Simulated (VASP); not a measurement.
Input:

```
AsB
1.0
    0.00000     2.34004     2.34004
    2.34004     0.00000     2.34004
    2.34004     2.34004     0.00000
B As
1 1
Direct
  0.00000   0.00000   0.00000
  0.25000   0.25000   0.25000
```

The numbers are results of PBEsol GGA, VASP's PBE PAW potentials (set 64) (plane waves; VASP), not measurements. Run with 520 eV cut-off, 10×10×10 Γ-centred mesh, Gaussian smearing of 0.050 eV, potentials B As.

The job: BAs (zinc blende), 2 atoms, PBEsol, static run, 520 eV, 10×10×10 Γ-centred mesh. Roughly how much core time does it take on a busy server core?

About 6 core-seconds (one run on a shared machine, a rough figure). It had 47 irreducible k-points, 8 bands, up to 701 plane waves and 13 electronic steps.

The compound is BAs in the zinc blende structure. This cell is one point of a volume scan, at 0.94 of the reference volume.
